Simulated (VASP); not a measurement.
An input for Ansatz (written as the equivalent of a VASP run, and not itself run):

Ansatz 0.2 input:
```yaml
crystal:
  lattice:
    - [0.0000000, 2.6535740, 2.7119450]
    - [2.6229830, 0.0000000, 2.7119450]
    - [2.6229830, 2.6535740, 0.0000000]
  atoms:
    - { symbol: Co, position: [0.0000000, 0.0000000, 0.0000000] }
    - { symbol: Si, position: [0.2500000, 0.2500000, 0.2500000] }
    - { symbol: Si, position: [0.7399360, 0.7600640, 0.7600640] }
kpoints:
  mp_grid: { grid: [9, 9, 9] }
hamiltonian:
  xc: pbe
  pseudopotentials: { kind: paw }
  hubbard:
    sites:
      - { species: Co, l: d, u_eff: 5 }
scf:
  occupations: { method: methfessel_paxton, width: 0.1 }
  max_iter: 100
output: { forces: true, stress: true, eigenvalues: true }
```

Q: Translate this input to VASP (INCAR, KPOINTS, POSCAR, choice of POTCAR).

A: This is not unique; one that fits is 
File POSCAR:
```
CoSi2
1
    0.0000000000     2.6535740000     2.7119450000
    2.6229830000     0.0000000000     2.7119450000
    2.6229830000     2.6535740000     0.0000000000
Co Si
1 2
Direct
  0.0000000000   0.0000000000   0.0000000000
  0.2500000000   0.2500000000   0.2500000000
  0.7399360000   0.7600640000   0.7600640000
```

### INCAR
```
! general
SYSTEM   =CoSi2
PREC     =Accurate
ENCUT    =400
LREAL    =.FALSE.   ! projection in real space or not
LASPH    =.TRUE.   ! aspherical one-centre terms

! electronic loop
EDIFF    =1E-6   ! SCF stop (eV)
NELM     =100
ALGO     =Normal
LMAXMIX  =4

! smearing
ISMEAR   =1   ! Methfessel-Paxton
SIGMA    =0.1   ! width (eV)

! functional
GGA      =PE   ! PBE

! DFT+U
LDAU     =.TRUE.
LDAUTYPE =2   ! Dudarev
LDAUL    =2 -1
LDAUU    =5.0 0
LDAUJ    =0 0
LDAUPRINT=1

! ions
ISIF     =2

! output
LWAVE    =.FALSE.
LCHARG   =.FALSE.
LORBIT   =10
```

KPOINTS:
```
Automatic mesh
0
Gamma
9 9 9
0 0 0
```

POTCAR, in this order: Co Si (PBE.64 set). Program: vasp_std.

What does not carry over: each code has its own PAW files, so the cut-off isn't converted (ENCUT is set for VASP's; basis.ecutwfc is left out, and Ansatz then takes the one that its files recommend); Ansatz stops its SCF on the density residual and VASP on the energy change (EDIFF); the +U projectors differ, so the same U acts differently.

The compound is CoSi2 in the fluorite structure. The cell was not relaxed at this level, atoms are displaced from their ideal sites. The run is one of a series of settings (LDAU = .TRUE., LDAUJ = 0 0, LDAUL = 2 -1, LDAUTYPE = 2, LDAUU = 5.0 0 against the base run), some of them coarse on purpose.
